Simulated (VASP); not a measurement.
Runs of VASP 6.6.1 on MgH2. It takes space group P4_2/mnm (No. 136, tetragonal). Conventional cell: a = 4.473 Å, b = 4.473 Å, c = 3.005 Å, α = 90.00°, β = 90.00°, γ = 90.00°. Mg (site symmetry mmm) has 6 H at 1.93 to 1.95 Å as nearest neighbours. Around H (site symmetry m2m) lie 3 Mg at 1.93 to 1.95 Å. 

| task | level | potentials or basis | cell | cutoff (eV) | gap on the mesh (eV) | pressure (GPa) |
| --- | --- | --- | --- | --- | --- | --- |
| band structure | TB-mBJ | VASP PAW PBE potentials, release 64 (Mg, H) | P4_2/mnm, 10.02 Å³/atom | 520 | (b) | - |
| band structure | r2SCAN | VASP PAW PBE potentials, release 64 (Mg, H) | P4_2/mnm, 10.02 Å³/atom | 520 | 4.43 | -0.4 |
| band structure | LDA | VASP PAW LDA potentials, release 64 (Mg, H) | P4_2/mnm, 10.02 Å³/atom | 520 | (a) | -2.1 |
| relaxation of cell and atoms | PBEsol | VASP PAW PBE potentials, release 64 (Mg, H) | relaxed | 600 | 3.58 | 0.0 |

Alike in all rows: no spin polarisation; k mesh 6 × 6 × 10; smearing gaussian 0.03 eV.

**Question.** Estimate the missing entries.

**Answer.** (a) 3.44; (b) 5.73.

Caveats: the PAW data sets were made with another functional, which shifts forces and pressure a little (some runs); the mesh misses the band edges, which the band path finds closer together (some runs).

Runs at the PBE level aren't shown here.
